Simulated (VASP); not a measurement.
MgCdTe2 (space group I-42d): computed properties

All values below come from LDA (Ceperley-Alder, Perdew-Zunger), VASP's LDA PAW potentials (set 64) (plane waves; VASP 6.6.1).

For MgCdTe2, the space group is I-42d (122), the cell is a = b = 6.374 Å, c = 12.794 Å, α = β = γ = 90.00° and the volume per atom is 32.49 Å^3/atom. The band gap (over mesh and band path) is 1.55 eV. The smallest direct gap (over mesh and band path) is 1.55 eV and the band-edge character is direct, Γ to Γ. The density comes out as 5.01 g/cm³.

```cif
data_Cd4Mg4Te8
_chemical_formula_sum 'Mg4 Cd4 Te8'
_space_group_name_H-M_alt 'I-42d'
_space_group_IT_number 122
_space_group_name_Hall 'I -4 2bw'
_cell_length_a 6.37446
_cell_length_b 6.37446
_cell_length_c 12.79364
_cell_angle_alpha 90.000
_cell_angle_beta 90.000
_cell_angle_gamma 90.000
loop_
_atom_site_label
_atom_site_type_symbol
_atom_site_symmetry_multiplicity
_atom_site_Wyckoff_symbol
_atom_site_fract_x
_atom_site_fract_y
_atom_site_fract_z
_atom_site_occupancy
Mg1 Mg 4 a 0.00000 0.00000 0.00000 1
Cd1 Cd 4 b 0.00000 0.00000 0.50000 1
Te1 Te 8 d 0.25000 0.25385 0.37500 1
```
(The calculation used a cell of 8 atoms; values per cell refer to that cell.)

Unless said otherwise, spin-orbit coupling is left out, though it shifts the bands of the heavy elements here.

The structure comes from a computed database's MgCdTe2 entry (I-42d); how it stands against other phases isn't given here. It was relaxed first, which changed the volume by -6 %. Symmetry was kept, so distortions that lower it aren't found.
